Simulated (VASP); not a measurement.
Given:

```xyz
3
Lattice="0.0000 2.8712 2.8712 2.8712 0.0000 2.8712 2.8712 2.8712 0.0000" Properties=species:S:1:pos:R:3 pbc="T T T"
Al     1.4356     1.4356     1.4356
Al     4.3068     4.3068     4.3068
Pt     0.0000     0.0000     0.0000
```

Calculation: LDA (Ceperley-Alder, Perdew-Zunger), VASP's LDA PAW potentials (set 64) (plane waves; VASP). Run with 500 eV cut-off, 9×9×9 Γ-centred mesh, first-order Methfessel-Paxton smearing of 0.10 eV, potentials Al Pt.

Energy and stress use the plane-wave basis of the starting cell.

The ions, cell shape and volume at an external pressure of 20.0 GPa are relaxed. Predict the relaxed structure.

```xyz
3
Lattice="0.0000 2.8254 2.8254 2.8254 0.0000 2.8254 2.8254 2.8254 0.0000" Properties=species:S:1:pos:R:3 pbc="T T T"
Al     1.4127     1.4127     1.4127
Al     4.2382     4.2382     4.2382
Pt     2.8254     0.0000     2.8254
```
Space group Fm-3m (225), at a tolerance of 0.03 Å.

How do energy and volume change from the first to the last step?

The energy (σ→0) changes by +68.5 meV/atom and the volume by -4.7 %, in 4 ionic steps.

```csv
step,E(σ→0) (eV),max force (eV/Å),pressure (GPa),volume (Å³)
1,-18.5219,0.000,9.97,47.34
2,-17.4582,0.000,47.19,40.89
3,-18.3248,0.000,19.62,45.18
4,-18.3165,0.000,19.99,45.11
```

The compound is PtAl2 in the fluorite structure. This run relaxes it under an external pressure of 20 GPa. Symmetry was kept, so distortions that lower it aren't found.
